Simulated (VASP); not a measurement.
A cell of Li₂S (antifluorite) near equilibrium:

```
Li2S
1.0
    0.00000     2.84158     2.84158
    2.84158     0.00000     2.84158
    2.84158     2.84158     0.00000
Li S
2 1
Direct
  0.25000   0.25000   0.25000
  0.75000   0.75000   0.75000
  0.00000   0.00000   0.00000
```

Method: r2SCAN meta-GGA, VASP's PBE PAW potentials (set 64) (plane waves; VASP).

```json
[
 {"run": "as it is", "ΔE (meV/atom)": "0.0", "σxx": "0.01", "σyy": "0.01", "σzz": "0.01", "largest shear component, with its sign (GPa)": "0.00", "largest force (eV/Å)": "0.000", "gap (eV)": "3.85"},
 {"run": "after one change", "ΔE (meV/atom)": "0.1", "σxx": "-0.60", "σyy": "-0.60", "σzz": "-0.22", "largest shear component, with its sign (GPa)": "0.00", "largest force (eV/Å)": "0.000", "gap (eV)": "3.83"}
]
```
Stress is in GPa, positive when the cell is compressed; gaps are those on the k-mesh, and 0.00 means metallic.

Task: What was changed between the two runs?
A) atom 3 (S) moved by 0.075 Å along y
B) biaxial strain of +0.5 % in the xy plane
C) shear strain γ_xy = +3.0 %
D) biaxial strain of -4.0 % in the xz plane

Result: B, biaxial strain of +0.5 % in the xy plane

The compound is Li2S in the antifluorite structure.
